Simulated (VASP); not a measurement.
Calculation: PBE GGA, VASP's PBE PAW potentials (set 64) (plane waves; VASP).

The input files of a VASP run:

INCAR:
```
ALGO  =  Normal
EDIFF  =  1E-6
EDIFFG  =  -0.02
ENCUT  =  500
GGA  =  PE
IBRION  =  2
ISIF  =  3
ISMEAR  =  0
LASPH  =  .TRUE.
LCHARG  =  .FALSE.
LMAXMIX  =  4
LREAL  =  .FALSE.
LWAVE  =  .FALSE.
NELM  =  100
NSW  =  40
PREC  =  Accurate
PSTRESS  =  100
SIGMA  =  0.05
SYSTEM  =  CdGeAs2
```

### KPOINTS
```
kpoints
0
Gamma
6 6 6
```

### POSCAR
```
CdGeAs2
1
   -2.9028625989     2.9028625989     5.4472118890
    2.9028625989    -2.9028625989     5.4472118890
    2.9028625989     2.9028625989    -5.4472118890
Cd Ge As
2 2 4
Direct
  0.0000000000   1.0000000000   0.0000000000
  0.7500000000   0.2500000000   0.5000000000
  0.5000000000   0.5000000000   0.0000000000
  0.2500000000   0.7500000000   0.5000000000
  0.8750000000   0.8495705299   0.4745705299
  0.1504294701   0.6250000000   0.0254294701
  0.3750000000   0.4004294701   0.5254294701
  0.5995705299   0.1250000000   0.9745705299
```

POTCAR, in this order: Cd Ge_d As (PBE.64 set). Program: vasp_std.

Output

OSZICAR:
```
       N       E                     dE             d eps       ncg     rms          rms(c)
DAV:   1     0.722004508057E+03    0.72200E+03   -0.33321E+04  3296   0.280E+03
DAV:   2     0.843954262539E+02   -0.63761E+03   -0.62072E+03  2612   0.845E+02
DAV:   3    -0.234819212531E+02   -0.10788E+03   -0.10587E+03  2870   0.189E+02
DAV:   4    -0.300685733633E+02   -0.65867E+01   -0.65606E+01  3128   0.534E+01
DAV:   5    -0.302057612404E+02   -0.13719E+00   -0.13706E+00  2970   0.805E+00    0.109E+01
DAV:   6    -0.293166489168E+02    0.88911E+00   -0.19957E+00  2980   0.121E+01    0.823E+00
DAV:   7    -0.292197704077E+02    0.96879E-01   -0.10569E+00  3092   0.428E+00    0.293E+00
DAV:   8    -0.292173729835E+02    0.23974E-02   -0.14705E-01  2867   0.327E+00    0.691E-01
DAV:   9    -0.292172524159E+02    0.12057E-03   -0.19359E-02  3090   0.146E+00    0.177E-01
DAV:  10    -0.292171816949E+02    0.70721E-04   -0.30934E-03  2970   0.440E-01    0.525E-02
DAV:  11    -0.292173705531E+02   -0.18886E-03   -0.94719E-04  3002   0.178E-01    0.595E-02
DAV:  12    -0.292173337511E+02    0.36802E-04   -0.24324E-04  2602   0.134E-01    0.185E-02
DAV:  13    -0.292173409844E+02   -0.72333E-05   -0.23055E-05  2661   0.271E-02    0.956E-03
DAV:  14    -0.292173401069E+02    0.87750E-06   -0.48408E-06  2710   0.181E-02
   1 F= -.17757551E+02 E0= -.17757549E+02  d E =-.177576E+02
```

### OUTCAR
```
------------------------ aborting loop because EDIFF is reached ----------------------------------------
  FORCE on cell =-STRESS in cart. coord.  units (eV):
  Direction    XX          YY          ZZ          XY          YZ          ZX
  --------------------------------------------------------------------------------------
  Total       11.4496836     11.4496836     11.3308935      0.0000000     -0.0000000      0.0000000
  in kB       99.9118149     99.9118149     98.8752331      0.0000000     -0.0000000      0.0000000
  external PRESSURE =      -0.4337124 kB  Pullay stress =     100.0000000 kB
  volume of cell :      183.61
      direct lattice vectors                 reciprocal lattice vectors
    -2.902862599  2.902862599  5.447211889     0.000000000  0.172243771  0.091790077
     2.902862599 -2.902862599  5.447211889     0.172243771  0.000000000  0.091790077
     2.902862599  2.902862599 -5.447211889     0.172243771  0.172243771  0.000000000
 POSITION                                       TOTAL-FORCE (eV/Angst)
 -----------------------------------------------------------------------------------
      0.00000      0.00000      0.00000        -0.000000      0.000000     -0.000000
      0.00000      2.90286      2.72361        -0.000000      0.000000      0.000000
      0.00000      0.00000      5.44721        -0.000000      0.000000     -0.000000
      2.90286      0.00000      2.72361        -0.000000      0.000000      0.000000
      1.30379      1.45143      6.80901        -0.015679      0.000000     -0.000000
      1.45143     -1.30379      4.08541        -0.000000      0.015679      0.000000
      1.59907      1.45143      1.36180         0.015679      0.000000      0.000000
      1.45143      4.20666     -1.36180        -0.000000     -0.015679     -0.000000
 -----------------------------------------------------------------------------------
    total drift:                                0.000005      0.000005      0.000002
  FREE ENERGIE OF THE ION-ELECTRON SYSTEM (eV)
  ---------------------------------------------------
  free  energy   TOTEN  =       -29.2173401069 eV

  energy  without entropy=      -29.2173368768  energy(sigma->0) =      -29.21733849
  enthalpy is  TOTEN    =       -17.7575506756 eV   P V=       11.4597894313

 reached required accuracy - stopping structural energy minimisation
```
(Selected blocks of OUTCAR.)

OUTCAR:
```
 val. band max:        3.9718070520   @ k =   0.0000   0.0000   0.0000

 cond. band min:       4.1813965230   @ k =   0.0000   0.0000   0.0000


 Fermi energy:         4.0766018137

 k-point     1 :       0.0000    0.0000    0.0000
  band No.  band energies     occupation
      1     -21.1890      2.00000
      2     -21.1890      2.00000
      3     -21.1878      2.00000
      4     -21.1817      2.00000
      5     -21.1789      2.00000
      6     -21.1789      2.00000
      7     -21.1545      2.00000
      8     -21.1530      2.00000
      9     -21.1522      2.00000
     10     -21.1504      2.00000
     11      -9.6870      2.00000
     12      -7.3113      2.00000
     13      -7.3113      2.00000
     14      -7.2745      2.00000
     15      -5.8145      2.00000
     16      -4.9183      2.00000
     17      -4.8595      2.00000
     18      -4.8595      2.00000
     19      -4.7596      2.00000
     20      -4.6747      2.00000
     21      -4.6629      2.00000
     22      -4.6241      2.00000
     23      -4.3435      2.00000
     24      -4.3435      2.00000
     25      -4.3340      2.00000
     26      -3.0956      2.00000
     27      -0.6279      2.00000
     28      -0.5853      2.00000
     29      -0.5853      2.00000
     30      -0.1627      2.00000
     31       0.3654      2.00000
     32       1.3392      2.00000
     33       1.3392      2.00000
     34       3.6912      2.00000
     35       3.6912      2.00000
     36       3.9718      1.99696
     37       4.1814      0.00304
     38       4.9615      0.00000
     39       5.4874      0.00000
     40       6.8446      0.00000
     41       6.8446      0.00000
     42       7.1266      0.00000
     43       8.1360      0.00000

 k-point     2 :       0.1667    0.0000   -0.0000
  band No.  band energies     occupation
      1     -21.1892      2.00000
      2     -21.1886      2.00000
      3     -21.1876      2.00000
      4     -21.1818      2.00000
      5     -21.1794      2.00000
...
```

The compound is CdGeAs2 in the chalcopyrite structure. It was relaxed first under an external pressure of 10 GPa.
